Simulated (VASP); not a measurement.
CuAu:

```xyz
2
Lattice="2.8507 0.0000 0.0000 0.0000 2.8507 0.0000 0.0000 0.0000 3.5816" Properties=species:S:1:pos:R:3 pbc="T T T"
Cu    1.4254    1.4254    1.7908
Au    0.0000    0.0000    0.0000
```

The cell comes from a database or a generator and needn't be the stable form of this composition.

| Property | Result |
| --- | --- |
| Program | VASP 6.6.1 |
| Task | relaxation of cell and atoms |
| Functional | PBEsol |
| Potentials or basis | VASP PAW PBE potentials, release 64 (Cu, Au) |
| Cutoff | 600 eV |
| k mesh | 14 × 14 × 12 |
| Occupations | gaussian, width 0.1 eV |
| Spin | no spin polarisation |

At the start: pressure -3.7 GPa; volume 14.55 Å³/atom.

Question: Where does the relaxation end?

Answer: Over 8 steps the energy falls by 3.8 meV/atom and the volume is 14.23 Å³/atom (-2.2 %); space group P4/mmm (No. 123, to 0.05 Å).

The path:
```
step  energy change (eV)  largest force (eV/Å)  pressure (GPa)  volume (Å³)
   1              0.0000                0.0000           -3.65        29.11
   2              0.0025                0.0000            4.66        27.73
   3             -0.0077                0.0000           -0.05        28.45
   4             -0.0077                0.0000            0.08        28.44
   5             -0.0077                0.0000           -0.09        28.47
   6             -0.0077                0.0000           -0.05        28.46
   7             -0.0077                0.0000           -0.05        28.46
   8             -0.0077                0.0000            0.01        28.46
```

Final structure:
```xyz
2
Lattice="2.8325 0.0000 0.0000 0.0000 2.8325 0.0000 0.0000 0.0000 3.5471" Properties=species:S:1:pos:R:3 pbc="T T T"
Cu    1.4163    1.4163    1.7736
Au    0.0000    0.0000    3.5471
```

Caveat: the PAW data sets were made with another functional, which shifts forces and pressure a little.
